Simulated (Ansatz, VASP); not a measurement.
# Cross-check of Ge between VASP and Ansatz, part 3 of 3

One calculation is typed for both programs; each brings its own data sets. How far apart do they land? Of the first pair: The structure shown is frame 50 of Ansatz's trajectory.

VASP 6.6.1 and Ansatz 0.2.0.

So far. Step 3 (VASP: single point, PBEsol, pair 1): The run ends at a pressure of -1.56 GPa, with forces up to 2.8 eV/Å.

## 6. VASP: single point, PBEsol, pair 2

Level of this step: PBEsol; plane waves and PAW (Ge_d) (VASP).

The same cell, functional, mesh and smearing now go to VASP, with its own data sets.

The input, INCAR:

```
SYSTEM = Ge
PREC = Accurate
ENCUT = 410
EDIFF = 1E-06
NELM = 120
ISMEAR = -1
SIGMA = 0.1
LREAL = .FALSE.
ALGO = Normal
GGA = PS
NBANDS = 244
LORBIT = 11
LWAVE = .FALSE.
LCHARG = .FALSE.
ISIF = 2
LASPH = .TRUE.
GGA_COMPAT = .FALSE.
EFERMI = MIDGAP
```

The input, POSCAR:

```
Ge
1.0
    8.9779155195      0.0000000000      0.0000000000
    0.0000000000      8.9779155195      0.0000000000
    0.0000000000      0.0000000000      8.9779155195
Ge
30
Direct
    0.2773806453      0.4067216930      0.7979381165
    0.0517760497      0.5628927995      0.8010501975
    0.1428503083      0.0874613933      0.2402792714
    0.6436555331      0.5235861253      0.0680072115
    0.5413136256      0.6135867494      0.3480890406
    0.6565332440      0.0265136690      0.6882089708
    0.7586059353      0.2997758215      0.3222191158
    0.4598963970      0.8918255003      0.3956288063
    0.7681456776      0.2565299256      0.0602276774
    0.2043371867      0.8415229553      0.7061917642
    0.7673735607      0.7752439845      0.5243788483
    0.5185478734      0.5225641731      0.7225099174
    0.7510149751      0.6459826880      0.7840785519
    0.4399407626      0.3503210732      0.2395637379
    0.4767182305      0.8185886784      0.7484818704
    0.1403689974      0.0682701902      0.5194284787
    0.0068840033      0.4031697550      0.3856720407
    0.4554503761      0.0544848612      0.1859142021
    0.0190890636      0.3686905934      0.9733157436
    0.7198601932      0.2949112179      0.7462941688
    0.8664982404      0.9656747717      0.0686307416
    0.6210761271      0.8207199081      0.0557291945
    0.9110005527      0.9011161870      0.7547374427
    0.9884675324      0.3106296772      0.6507799040
    0.5351225448      0.3275630065      0.4873257039
    0.3828721703      0.1495906257      0.6857460383
    0.7273215019      0.0035160144      0.3419656816
    0.0989635599      0.0595427167      0.8579465894
    0.8105119706      0.6235935266      0.2688680902
    0.1675199546      0.3526353075      0.2007547293
```

The input, KPOINTS:

```
Automatic mesh
0
Gamma
1 1 1
0 0 0
```

PAW data sets: Ge_d (PBE family, release 64).

Launch:

```console
$ mpirun -np 4 vasp_gam
```

Numbers of over 12 decimals in the logs are rounded to 6 here.

The program printed:

```text
[banner, memory and clock lines left out]
running    4 mpi-ranks, on    1 nodes
[...]
[... a notice as in an earlier step ...]

 [... a notice as in an earlier step ...]

 LDA part: xc-table for (Slater+PW92), standard interpolation
 POSCAR, INCAR and KPOINTS ok, starting setup
[...]
entering main loop
       N       E                     dE             d eps       ncg     rms          rms(c)
DAV:   1     0.759406690913E+04    0.75941E+04   -0.15772E+05   560   0.479E+03
DAV:   2     0.174241574073E+04   -0.58517E+04   -0.56322E+04   488   0.114E+03
DAV:   3     0.154537040700E+03   -0.15879E+04   -0.15220E+04   520   0.300E+02
DAV:   4    -0.119602717986E+03   -0.27414E+03   -0.25703E+03   560   0.127E+02
[...]
DAV:  17    -0.139821467906E+03   -0.58096E-05   -0.33572E-05   536   0.546E-02    0.236E-03
DAV:  18    -0.139821471169E+03   -0.32633E-05   -0.20813E-05   648   0.223E-02    0.167E-03
DAV:  19    -0.139821471633E+03   -0.46405E-06   -0.23311E-06   400   0.131E-02
   1 F= -.13982147E+03 E0= -.13969570E+03  d E =-.251540E+00
```

Parts of OUTCAR (step 6):

```text
  Total       -6.5041959     -9.4268254      2.6750902      3.2539790     -1.2728858      0.6716087
  in kB      -14.4005027    -20.8713001      5.9227372      7.2044160     -2.8182109      1.4869636
  external PRESSURE =      -9.7830219 kB  Pullay stress =       0.0000000 kB

 POSITION                                       TOTAL-FORCE (eV/Angst)
 -----------------------------------------------------------------------------------
      2.49030      3.65151      7.16382        -0.500073     -1.064133     -0.651168
      0.46484      5.05360      7.19176         0.174641      1.257071     -2.021969
      1.28250      0.78522      2.15721        -0.042521     -0.829359      0.103198
      5.77868      4.70071      0.61056        -0.034362     -0.565451     -0.721363
      4.85987      5.50873      3.12511        -0.134038      0.346492      0.343423
      5.89430      0.23804      6.17868        -0.206561     -0.158832     -0.211225
      6.81070      2.69136      2.89286        -0.055242     -0.108878      0.704314
      4.12891      8.00673      3.55192         0.299875     -0.662140      1.319817
      6.89635      2.30310      0.54072        -0.239417     -0.438457     -1.902555
      1.83452      7.55512      6.34013        -1.092591     -0.009766      0.079374
      6.88941      6.96007      4.70783        -0.516051      0.030767     -0.591827
      4.65548      4.69154      6.48663         0.479760     -0.768127     -0.794322
      6.74255      5.79958      7.03939         0.797467      0.393649      0.414020
      3.94975      3.14515      2.15078         0.356605      0.205830     -0.657533
[...]
-----------------------------------------------------------------------------------
    total drift:                               -0.017534     -0.007635      0.001816

  FREE ENERGIE OF THE ION-ELECTRON SYSTEM (eV)
  ---------------------------------------------------
  free  energy   TOTEN  =      -139.8214716330 eV

  energy  without entropy=     -139.5699319595  energy(sigma->0) =     -139.69570180

[... 2 parts as in an earlier step ...]

[... 1 further part left out ...]
[key lines of the parts left out:]
E-fermi :   3.7931
```

The run ends at a pressure of -0.98 GPa, with forces up to 2.4 eV/Å.

## 7. Comparison

Forces on 10 of the 30 atoms, those with the largest forces and the largest differences (eV/Å; atoms numbered as in POSCAR):

| atom | Ansatz x, y, z | VASP x, y, z |
| --- | --- | --- |
| Ge2 | 0.174, 1.269, -2.023 | 0.175, 1.257, -2.022 |
| Ge8 | 0.296, -0.657, 1.327 | 0.300, -0.662, 1.320 |
| Ge9 | -0.244, -0.442, -1.898 | -0.239, -0.438, -1.903 |
| Ge13 | 0.795, 0.390, 0.427 | 0.797, 0.394, 0.414 |
| Ge15 | 1.530, 0.235, -0.148 | 1.522, 0.235, -0.151 |
| Ge16 | 0.292, 0.087, 0.720 | 0.298, 0.082, 0.710 |
| Ge17 | -1.543, 0.176, 0.849 | -1.538, 0.168, 0.846 |
| Ge19 | -0.146, -1.413, 0.877 | -0.148, -1.411, 0.886 |
| Ge24 | 0.879, 0.009, 0.883 | 0.872, 0.015, 0.871 |
| Ge25 | 0.635, -0.299, 1.589 | 0.635, -0.298, 1.585 |

The forces differ by 5.7 meV/Å r.m.s., which is 0.8 % of the r.m.s. force of 0.694 eV/Å (both taken over all components).

## 8. Ansatz: dynamics, PBEsol

One frame of this run of dynamics is then solved in both programs, so the motion causes no difference.

The structure compared here is frame 27 of Ansatz's trajectory.

The input, input.yaml:

```yaml
crystal:
  lattice:
    - [8.9779155195, 0.0, 0.0]
    - [0.0, 8.9779155195, 0.0]
    - [0.0, 0.0, 8.9779155195]
  atoms:
    - { symbol: Ge, position: [0.2873009421, 0.3719360653, 0.7584486928] }
    - { symbol: Ge, position: [0.0714165271, 0.5735988111, 0.7620699725] }
    - { symbol: Ge, position: [0.1873537491, 0.0661666105, 0.236126718] }
    - { symbol: Ge, position: [0.6949401761, 0.549467873, 0.0406276024] }
    - { symbol: Ge, position: [0.523907988, 0.6422099101, 0.33408997] }
    - { symbol: Ge, position: [0.6881474133, 1.1154639524, 0.6204573059] }
    - { symbol: Ge, position: [0.7975529351, 0.3202628848, 0.2810640298] }
    - { symbol: Ge, position: [0.4514071856, 0.9478791843, 0.3619866531] }
    - { symbol: Ge, position: [0.7543021448, 0.2251515705, 0.018300287] }
    - { symbol: Ge, position: [0.1983482613, 0.8270004432, 0.7352350899] }
    - { symbol: Ge, position: [0.7519405547, 0.8202497011, 0.5148068917] }
    - { symbol: Ge, position: [0.5211401958, 0.5129200761, 0.7052981485] }
    - { symbol: Ge, position: [0.7594433799, 0.678027381, 0.7507641233] }
    - { symbol: Ge, position: [0.4653330889, 0.3709168245, 0.2212608724] }
    - { symbol: Ge, position: [0.4966636399, 0.8146862523, 0.6696030873] }
    - { symbol: Ge, position: [0.1225148084, 0.0539285698, 0.5124813873] }
    - { symbol: Ge, position: [0.0130400199, 0.4389356804, 0.3504752106] }
    - { symbol: Ge, position: [0.5425674205, 1.1005021607, 0.1610014193] }
    - { symbol: Ge, position: [0.0545738974, 0.3391708871, -0.0291470505] }
    - { symbol: Ge, position: [0.7824883048, 0.341661647, 0.7513463107] }
    - { symbol: Ge, position: [0.932200985, -0.0336662844, 0.0490202539] }
    - { symbol: Ge, position: [0.6844415785, 0.8252190871, 0.0236066839] }
    - { symbol: Ge, position: [0.8812349253, 0.9347811432, 0.7741642991] }
    - { symbol: Ge, position: [1.0107740715, 0.3001367404, 0.6414905492] }
    - { symbol: Ge, position: [0.603652485, 0.3418641657, 0.4821639451] }
    - { symbol: Ge, position: [0.3951472386, 0.1507913611, 0.5974617179] }
    - { symbol: Ge, position: [0.7973003291, 1.046214595, 0.3437436139] }
    - { symbol: Ge, position: [1.1218868475, 1.0847778721, 0.839201206] }
    - { symbol: Ge, position: [0.7920555645, 0.6795081776, 0.2731910603] }
    - { symbol: Ge, position: [0.1816698705, 0.323875988, 0.2222657249] }
kpoints:
  mp_grid: { grid: [1, 1, 1] }
scf:
  occupations: { method: fermi_dirac, width: 0.1 }
  n_extra_bands: 21
hamiltonian:
  xc: pbesol
  pseudopotentials: { kind: paw }
output:
  forces: true
basis:
  ecutwfc: 320
md:
  timestep: 2.5
  n_steps: 80
  ensemble: nvt_langevin
  temperature: 300
  seed: 0
```

Launch:

```console
$ ansatz run input.yaml --threads 8 --pin off --max-ram 40960MiB --backend cuda --events-out ev --progress --plain --runs-dir out
```

The program printed:

```text
[...]
Crystal: 30 atoms, lattice volume = 723.647 Å³
Basis set: ecut = 320 eV, 9435 PW (Γ), exchange–correlation on 108×108×108 points (8 copies of the dense FFT grid, shifted against one another)
Bands: 231, of which v1, the nominal top of the filled ones, is band 210 counted from 1 (209 counted from 0)
Symmetry: 1 space group operations
k-points: 1
[...]
md step    49: t =   122.50 fs  T =   408.3 K  F+E_penalty+E_count = -127597.86219429 eV  E_kin = 1.583227 eV  (5 SCF iters)
md step    54: t =   135.00 fs  T =   392.9 K  F+E_penalty+E_count = -127597.91988197 eV  E_kin = 1.523742 eV  (5 SCF iters)
md step    59: t =   147.50 fs  T =   396.3 K  F+E_penalty+E_count = -127598.06024128 eV  E_kin = 1.536937 eV  (5 SCF iters)
md step    64: t =   160.00 fs  T =   402.5 K  F+E_penalty+E_count = -127598.29250579 eV  E_kin = 1.560934 eV  (5 SCF iters)
md step    69: t =   172.50 fs  T =   374.7 K  F+E_penalty+E_count = -127598.40156692 eV  E_kin = 1.452967 eV  (5 SCF iters)
[...]
```

## 9. VASP: single point, PBEsol, pair 3

The same cell, functional, mesh and smearing now go to VASP, with its own data sets.

INCAR is that of step 6.

The input, POSCAR:

```
Ge
1.0
    8.9779155195      0.0000000000      0.0000000000
    0.0000000000      8.9779155195      0.0000000000
    0.0000000000      0.0000000000      8.9779155195
Ge
30
Direct
    0.2728157772      0.3684788516      0.7453559777
    0.0763934566      0.5673818147      0.7727861757
    0.1886886768      0.0412296150      0.2326213691
    0.6903856454      0.5248508955      0.0443272159
    0.5224199303      0.6475191248      0.3351947335
    0.6846868838      0.0881596044      0.6359238943
    0.7825225115      0.3181724080      0.2734277232
    0.4561556623      0.9446253957      0.3648959486
    0.7759562879      0.2336581354      0.0162332782
    0.1828644964      0.8402735561      0.7078726667
    0.7753306416      0.8070452417      0.5060187958
    0.5237940800      0.5236287855      0.6868852783
    0.7712968545      0.6658455392      0.7507938770
    0.4653338507      0.3866315062      0.2162405066
    0.4864297275      0.8127034593      0.6713249848
    0.1181308732      0.0436839709      0.5014855609
    0.9918437638      0.4651247821      0.3812104260
    0.5478622504      0.0974568627      0.1533700108
    0.0596908045      0.3428922887      0.9660297539
    0.7371813630      0.3423419382      0.7571149434
    0.9240070239      0.9909728489      0.0839287247
    0.6759884281      0.8389587743      0.0360157098
    0.8923725093      0.9263758366      0.7584521134
    0.0314948921      0.2989343121      0.6294201575
    0.5892116036      0.3505976408      0.4733612152
    0.3964813427      0.1541611744      0.5787469250
    0.8018350122      0.0381225998      0.3580694197
    0.1340103366      0.0928649282      0.8193041006
    0.8138178605      0.6843124093      0.2672184868
    0.1954502686      0.3291373141      0.2001646146
```

KPOINTS is that of step 6.

Launch:

```console
$ mpirun -np 4 vasp_gam
```

The program printed:

```text
[... set-up lines as in an earlier step ...]
 entering main loop
       N       E                     dE             d eps       ncg     rms          rms(c)
DAV:   1     0.750350809192E+04    0.75035E+04   -0.15851E+05   536   0.479E+03
DAV:   2     0.168829942171E+04   -0.58152E+04   -0.56095E+04   488   0.114E+03
DAV:   3     0.151607459965E+03   -0.15367E+04   -0.14822E+04   504   0.299E+02
DAV:   4    -0.118000656304E+03   -0.26961E+03   -0.25182E+03   548   0.125E+02
[...]
DAV:  17    -0.141324285162E+03   -0.80816E-05   -0.67394E-05   528   0.843E-02    0.255E-03
DAV:  18    -0.141324290259E+03   -0.50973E-05   -0.40611E-05   680   0.287E-02    0.187E-03
DAV:  19    -0.141324290944E+03   -0.68414E-06   -0.38813E-06   416   0.161E-02
   1 F= -.14132429E+03 E0= -.14118526E+03  d E =-.278071E+00
```

OUTCAR, selected parts (step 9):

```text
  Total       -8.4916166    -14.5275552     -3.2095515      1.0810810      2.6837607      4.9791754
  in kB      -18.8007173    -32.1644829     -7.1060521      2.3935487      5.9419340     11.0240575
  external PRESSURE =     -19.3570841 kB  Pullay stress =       0.0000000 kB

 POSITION                                       TOTAL-FORCE (eV/Angst)
 -----------------------------------------------------------------------------------
      2.44932      3.30817      6.69174         0.904999      0.123414     -0.247209
      0.68585      5.09391      6.93801         0.004659      0.104565     -0.862675
      1.69403      0.37016      2.08845        -0.035555      0.567084     -0.001245
      6.19822      4.71207      0.39797        -0.047081     -0.062830      0.627935
      4.69024      5.81337      3.00935         0.769997      0.574361     -0.191553
      6.14706      0.79149      5.70927        -0.628490      0.099011      0.357435
      7.02542      2.85652      2.45481         0.581680      0.352571      0.968924
      4.09533      8.48077      3.27600         0.021967      0.083950     -0.017234
      6.96647      2.09776      0.14574         0.127611     -0.130184     -0.416827
      1.64174      7.54390      6.35522        -0.172984     -0.160784      0.160575
      6.96085      7.24558      4.54299        -0.273476     -0.322847      0.267446
      4.70258      4.70109      6.16680        -0.507554     -0.092361     -0.387718
      6.92464      5.97790      6.74056         0.144164      0.129548      0.189886
      4.17773      3.47114      1.94139         0.048415     -0.012034     -0.472879
[...]
-----------------------------------------------------------------------------------
    total drift:                                0.008130      0.003772     -0.001537

  FREE ENERGIE OF THE ION-ELECTRON SYSTEM (eV)
  ---------------------------------------------------
  free  energy   TOTEN  =      -141.3242909435 eV

  energy  without entropy=     -141.0462204259  energy(sigma->0) =     -141.18525568

[... 2 parts as in an earlier step ...]

[... 1 further part left out ...]
[key lines of the parts left out:]
E-fermi :   3.9981
```

The run ends at a pressure of -1.94 GPa, with forces up to 1.7 eV/Å.

## 10. Differences

Forces on 9 of the 30 atoms, those with the largest forces and the largest differences (eV/Å; atoms numbered as in POSCAR):

| atom | Ansatz x, y, z | VASP x, y, z |
| --- | --- | --- |
| Ge1 | 0.905, 0.120, -0.243 | 0.905, 0.123, -0.247 |
| Ge5 | 0.771, 0.572, -0.183 | 0.770, 0.574, -0.192 |
| Ge7 | 0.573, 0.356, 0.954 | 0.582, 0.353, 0.969 |
| Ge13 | 0.140, 0.120, 0.205 | 0.144, 0.130, 0.190 |
| Ge15 | 0.564, 0.347, -0.031 | 0.549, 0.338, -0.028 |
| Ge17 | 0.247, -1.036, -0.843 | 0.243, -1.045, -0.844 |
| Ge20 | 0.431, -0.563, -0.792 | 0.424, -0.578, -0.792 |
| Ge24 | -1.425, 0.054, 0.092 | -1.416, 0.059, 0.085 |
| Ge30 | -1.084, -0.052, 1.253 | -1.080, -0.053, 1.249 |

The forces differ by 5.6 meV/Å r.m.s., which is 1.3 % of the r.m.s. force of 0.444 eV/Å (both taken over all components).

## 11. Summary of results

- r.m.s. force difference (single point, PBEsol, pair 1): 0.71 % of the r.m.s. force
- r.m.s. force difference (single point, PBEsol, pair 2): 0.82 % of the r.m.s. force
- r.m.s. force difference (single point, PBEsol, pair 3): 1.3 % of the r.m.s. force

In words: The r.m.s. force difference is 1.3 % of the r.m.s. force (single point, PBEsol, pair 3), within the 3 % picked in this series as the mark of a large difference. 6 further runs of this series are not shown here. Such differences can come from data sets, numerical settings and the points named under the comparisons, not from the functional's error against experiment.

[Lines on the potential files, build, host, timing and source positions are cut from VASP's logs without a mark.]

[Logs are printed without paths, hosts, clocks, repeated set-up lines and the standing remarks that a program may print on its own settings, such as how far it seeks lower states.]

[Hosts, paths, dates, database ids (printed as entryN), source tags and the programs' standing remarks are cut or masked in the printed files.]
